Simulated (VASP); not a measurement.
Input:

```
CELL_PARAMETERS angstrom
     -1.54315     1.54315     1.54315
      1.54315    -1.54315     1.54315
      1.54315     1.54315    -1.54315
ATOMIC_POSITIONS crystal
  W  0.00000 0.00000 0.00000
```

All values below come from LDA (Ceperley-Alder, Perdew-Zunger), VASP's LDA PAW potentials (set 64) (plane waves; VASP). Settings: 500 eV cut-off, 16×16×16 Γ-centred mesh, first-order Methfessel-Paxton smearing of 0.10 eV, potentials W_sv.

Energy and stress use the plane-wave basis of the starting cell.

Problem. The ions, cell shape and volume at an external pressure of 30.0 GPa are relaxed. Which structure does the run end with?

Solution. 
```
CELL_PARAMETERS angstrom
     -1.53159     1.53159     1.53159
      1.53159    -1.53159     1.53159
      1.53159     1.53159    -1.53159
ATOMIC_POSITIONS crystal
  W  0.00000 0.00000 0.00000
```
Space group Im-3m (229), at a tolerance of 0.03 Å.

Problem. How do energy and volume change from the first to the last step?

Solution. The energy (σ→0) changes by +50.9 meV/atom and the volume by -2.2 %, in 4 ionic steps.

The compound is W in the bcc structure. This run relaxes it under an external pressure of 30 GPa. Symmetry was kept, so distortions that lower it aren't found.
